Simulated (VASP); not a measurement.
Method: PBE GGA with D3 dispersion (Becke-Johnson damping), VASP's PBE PAW potentials (set 64) (plane waves; VASP).

The input files of a VASP run:

### INCAR
```
SYSTEM = Ni
PREC = Accurate; ENCUT = 520; LREAL = F
LASPH = T
EDIFF = 1E-6; NELM = 100; ALGO = Normal
LMAXMIX = 4
ISMEAR = 1; SIGMA = 0.1
GGA = PE; IVDW = 12
ISPIN = 2; MAGMOM = 0.8
IBRION = 2; NSW = 60; ISIF = 3
EDIFFG = -0.01
LWAVE = F; LCHARG = F; LORBIT = 10
```

**POSCAR**
```
Ni
1
    0.0000000000     1.7600000000     1.7600000000
    1.7600000000     0.0000000000     1.7600000000
    1.7600000000     1.7600000000     0.0000000000
Ni
1
Direct
  0.0000000000   0.0000000000   0.0000000000
```

### KPOINTS
```
Automatic mesh
0
G
16 16 16
```

POTCAR, in this order: Ni (PBE.64 set). Program: vasp_std.

What VASP printed:

### OSZICAR
```
       N       E                     dE             d eps       ncg     rms          rms(c)
DAV:   1     0.219936750976E+02    0.21994E+02   -0.48693E+03  5420   0.143E+03
DAV:   2    -0.606730159303E+01   -0.28061E+02   -0.26896E+02  5278   0.162E+02
DAV:   3    -0.649317322802E+01   -0.42587E+00   -0.42517E+00  6037   0.264E+01
DAV:   4    -0.649714743661E+01   -0.39742E-02   -0.39734E-02  5931   0.224E+00
DAV:   5    -0.649725437431E+01   -0.10694E-03   -0.10693E-03  5965   0.322E-01    0.991E+00
DAV:   6    -0.582320579203E+01    0.67405E+00   -0.16988E+01  5473   0.674E+01    0.609E+00
DAV:   7    -0.548855778800E+01    0.33465E+00   -0.29157E+00  5503   0.260E+01    0.188E+00
DAV:   8    -0.547360605465E+01    0.14952E-01   -0.17415E-02  7448   0.154E+00    0.946E-01
DAV:   9    -0.547112244657E+01    0.24836E-02   -0.17566E-03  7656   0.418E-01    0.251E-01
DAV:  10    -0.547052599956E+01    0.59645E-03   -0.77972E-04  7434   0.256E-01    0.339E-02
DAV:  11    -0.547052875724E+01   -0.27577E-05   -0.17246E-05  6577   0.463E-02    0.291E-02
DAV:  12    -0.547052916371E+01   -0.40646E-06   -0.67202E-07  2959   0.111E-02
   1 F= -.59323073E+01 E0= -.59324688E+01  d E =-.593231E+01  mag=     0.5943
       N       E                     dE             d eps       ncg     rms          rms(c)
DAV:   1    -0.643239091634E+01   -0.96186E+00   -0.16064E+01  5446   0.667E+01    0.856E+00
DAV:   2    -0.570156005862E+01    0.73083E+00   -0.13503E+01  5439   0.606E+01    0.410E+00
DAV:   3    -0.545547375343E+01    0.24609E+00   -0.18957E+00  5408   0.220E+01    0.132E+00
DAV:   4    -0.543751242357E+01    0.17961E-01   -0.12001E-02  6188   0.985E-01    0.712E-01
DAV:   5    -0.543309248271E+01    0.44199E-02   -0.57345E-03  6892   0.620E-01    0.269E-01
DAV:   6    -0.543316000015E+01   -0.67517E-04   -0.59739E-04  6527   0.241E-01    0.949E-02
DAV:   7    -0.543314167304E+01    0.18327E-04   -0.40500E-05  6182   0.938E-02    0.131E-02
DAV:   8    -0.543314007873E+01    0.15943E-05   -0.61949E-07  4024   0.109E-02    0.510E-03
DAV:   9    -0.543313970968E+01    0.36906E-06   -0.96481E-08  2668   0.346E-03
   2 F= -.59321676E+01 E0= -.59321995E+01  d E =0.139628E-03  mag=     0.5819
       N       E                     dE             d eps       ncg     rms          rms(c)
DAV:   1    -0.571098253095E+01   -0.27784E+00   -0.40948E+00  5419   0.357E+01    0.423E+00
DAV:   2    -0.554400104583E+01    0.16698E+00   -0.38378E+00  5469   0.290E+01    0.221E+00
DAV:   3    -0.546755830780E+01    0.76443E-01   -0.56678E-01  5409   0.124E+01    0.715E-01
DAV:   4    -0.546284550013E+01    0.47128E-02   -0.32473E-03  5750   0.595E-01    0.391E-01
DAV:   5    -0.546217976496E+01    0.66574E-03   -0.16756E-03  7025   0.339E-01    0.839E-02
DAV:   6    -0.546218506357E+01   -0.52986E-05   -0.29559E-05  5697   0.742E-02    0.486E-02
DAV:   7    -0.546219867850E+01   -0.13615E-04   -0.51006E-06  5581   0.332E-02    0.158E-02
DAV:   8    -0.546219976479E+01   -0.10863E-05   -0.69190E-07  2658   0.123E-02    0.346E-03
DAV:   9    -0.546219973511E+01    0.29683E-07   -0.59175E-08  2621   0.332E-03
   3 F= -.59423805E+01 E0= -.59424676E+01  d E =-.100732E-01  mag=     0.5885
```

File OUTCAR:
```
------------------------ aborting loop because EDIFF is reached ----------------------------------------
 Edisp (eV)   -0.48018
  FORCE on cell =-STRESS in cart. coord.  units (eV):
  Direction    XX          YY          ZZ          XY          YZ          ZX
  --------------------------------------------------------------------------------------
  Total      -0.00130    -0.00130    -0.00130    -0.00000     0.00000     0.00000
  in kB      -0.19817    -0.19817    -0.19817    -0.00000     0.00000     0.00000
  external pressure =       -0.20 kB  Pullay stress =        0.00 kB
  volume of cell :       10.50
      direct lattice vectors                 reciprocal lattice vectors
    -0.000000000  1.737755661  1.737755661    -0.287727447  0.287727447  0.287727447
     1.737755661  0.000000000  1.737755661     0.287727447 -0.287727447  0.287727447
     1.737755661  1.737755661 -0.000000000     0.287727447  0.287727447 -0.287727447
 POSITION                                       TOTAL-FORCE (eV/Angst)
 -----------------------------------------------------------------------------------
      0.00000      0.00000     -0.00000        -0.000000     -0.000000      0.000000
 -----------------------------------------------------------------------------------
    total drift:                               -0.000000     -0.000000     -0.000000
  FREE ENERGIE OF THE ION-ELECTRON SYSTEM (eV)
  ---------------------------------------------------
  free  energy   TOTEN  =        -5.9423804700 eV

  energy  without entropy=       -5.9426417902  energy(sigma->0) =       -5.94246758

 total charge

# of ion       s       p       d       tot
------------------------------------------
    1        0.512   0.530   8.334   9.376

 magnetization (x)

# of ion       s       p       d       tot
------------------------------------------
    1       -0.007  -0.025   0.629   0.597

 reached required accuracy - stopping structural energy minimisation
```
(Selected blocks of OUTCAR.)

### CONTCAR
```
Ni
   1.00000000000000
    -0.0000000000000000    1.7377556607458753    1.7377556607458753
     1.7377556607458753    0.0000000000000000    1.7377556607458753
     1.7377556607458753    1.7377556607458753   -0.0000000000000000
  Ni
     1
Direct
     0.0000000000000000    0.0000000000000000    0.0000000000000000
```

Energy and stress use the plane-wave basis of the starting cell.

The compound is Ni in the fcc structure. This run relaxes it. Symmetry was kept, so distortions that lower it aren't found.
